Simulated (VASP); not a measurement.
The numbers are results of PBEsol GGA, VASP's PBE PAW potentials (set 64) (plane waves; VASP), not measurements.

Input for VASP

**KPOINTS**
```
Automatic
0
G
 11 11 6
```

### INCAR
```
SYSTEM = Tm
PREC = Accurate
ENCUT = 400
EDIFF = 1E-6
NELM = 100
ALGO = Normal
LREAL = .FALSE.
LASPH = .TRUE.
ISMEAR = 1
SIGMA = 0.1
GGA = PS
LMAXMIX = 6
LWAVE = .FALSE.
LCHARG = .FALSE.
IBRION = 2
ISIF = 3
NSW = 60
EDIFFG = -0.01
```

POSCAR:
```
Tm
1
    1.7700000000    -3.0657300000     0.0000000000
    1.7700000000     3.0657300000     0.0000000000
    0.0000000000     0.0000000000     5.5500000000
Tm
2
Direct
  0.3333330000   0.6666670000   0.2500000000
  0.6666670000   0.3333330000   0.7500000000
```

POTCAR, in this order: Tm_3 (PBE.64 set). Program: vasp_std.

What will the output report for the number of irreducible k-points (NKPTS), number of bands (NBANDS), largest plane-wave count, number of space-group operations, FFT grid (NGX, NGY, NGZ)?

```yaml
number of irreducible k-points (NKPTS): 64
number of bands (NBANDS): 13
largest_plane_wave_count: 1104
number_of_space_group_operations: 24
FFT grid (NGX, NGY, NGZ): 24 × 24 × 36
```

The compound is Tm in the hcp structure. This run relaxes it. Symmetry was kept, so distortions that lower it aren't found. The 4f electrons are frozen in the core of the lanthanide potential, so 4f levels, which can set the real gap, and their magnetism are missing.
